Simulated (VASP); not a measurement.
Given:

```yaml
crystal:
  lattice:
    - [1.23071, -2.13166, 0.00000]
    - [1.23071, 2.13166, 0.00000]
    - [0.00000, 0.00000, 8.32171]
  atoms:
    - { symbol: C, position: [0.00000, 0.00000, 0.25000] }
    - { symbol: C, position: [0.00000, 0.00000, 0.75000] }
    - { symbol: C, position: [0.33333, 0.66667, 0.25000] }
    - { symbol: C, position: [0.66667, 0.33333, 0.75000] }
```

The numbers are results of AM05 GGA, VASP's PBE PAW potentials (set 64) (plane waves; VASP), not measurements. Run with 520 eV cut-off, Gaussian smearing of 0.050 eV, potentials C.

Without a dispersion term in the relaxation, distances and binding between the weakly bound layers, chains or molecules are unreliable, and so is what depends on them.

Q: Give the energies of bands 3 to 10 at the high-symmetry points, in eV from the Fermi level.

A: 
```
band      Γ       M       K      A       L       H
----  -----  ------  ------  -----  ------  ------
3     -7.94  -13.25  -12.51  -7.67  -13.24  -12.51
4     -7.39  -13.24  -12.50  -7.67  -13.24  -12.51
5     -2.97   -6.40  -10.62  -2.97   -6.40  -10.63
6     -2.97   -6.40  -10.62  -2.97   -6.40  -10.63
7     -2.97   -2.46   -0.15  -2.97   -2.37    0.00
8     -2.97   -2.29    0.00  -2.97   -2.37    0.00
9      3.31    1.57    0.00   4.67    1.67    0.00
10     6.87    1.80    0.16   4.67    1.67    0.00
```

It has no gap at this level: it comes out as a metal or semimetal.

The compound is C in the graphite structure. It was relaxed first, which changed the volume by +24 %.
